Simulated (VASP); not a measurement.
Given:

```
AlInSb2
1.0
    4.51060     0.00000     0.00000
    0.00000     4.51060     0.00000
    0.00000     0.00000     6.32898
Al In Sb
1 1 2
Direct
  0.00000   0.00000   0.00000
  0.50000   0.50000   0.50000
  0.00000   0.50000   0.23322
  0.50000   0.00000   0.76678
```

These are r2SCAN meta-GGA, VASP's PBE PAW potentials (set 64) (plane waves; VASP) values and carry that method's errors. Settings: 400 eV cut-off, 6×6×4 Γ-centred mesh, tetrahedra with Blöchl corrections, potentials Al In_d Sb.

Unless said otherwise, spin-orbit coupling is left out, though it shifts the bands of the heavy elements here.

Problem. Give the energies of bands 8 to 16 at the high-symmetry points, in eV from the valence-band maximum.

Solution. 
```
band      Γ      X      M      Z      R      A
----  -----  -----  -----  -----  -----  -----
8     -5.79  -4.88  -5.87  -3.73  -5.73  -5.65
9     -2.37  -4.68  -5.77  -3.15  -5.47  -5.64
10    -2.37  -2.90  -2.38  -1.76  -1.34  -3.08
11    -0.13  -2.66  -2.25  -1.76  -1.00  -2.91
12     0.00  -1.38  -2.25  -1.20  -0.91  -2.76
13     0.00  -0.84  -2.12  -1.20  -0.74  -2.76
14     0.95   2.23   1.15   1.64   1.00   4.10
15     1.56   2.83   1.56   1.91   1.31   4.33
16     1.64   4.70   1.56   3.04   3.78   4.33
```

The gap is direct, 0.95 eV, from the valence maximum at Γ to the conduction minimum at Γ.

The structure comes from a computed database's AlInSb2 entry (P-4m2); how it stands against other phases isn't given here. It was relaxed first.
